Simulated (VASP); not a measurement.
Cost and result of VASP (PAW) for the bulk modulus of MgH₂ (rutile). Static lattice, third-order Birch-Murnaghan fit over five volumes. The cost counts the five points of the equation of state, each on the mesh and cut-off of its row, so the ratios hold those differences too. With PBEsol it took about 4 core-minutes. Times come from single runs on busy shared machines, so they are rough: good to a factor of about 2.

```tsv
level	k-mesh	cut-off (eV)	bulk modulus (GPa)	cost over PBEsol
LDA	5×5×8	520	54.5	within a factor of 2
PBEsol	5×5×7	520	50.6	reference
r2SCAN	5×5×7	520	___	about 5 times
SCAN	5×5×7	520	___	about 5 times
```

Q: Complete the blanks.

A: 
- r2SCAN, bulk modulus (GPa): 52.4
- SCAN, bulk modulus (GPa): 52.8

Left out are levels that failed, ran on another kind of processor or have no fit band path; at most nine are shown.

The compound is MgH2 in the rutile structure.
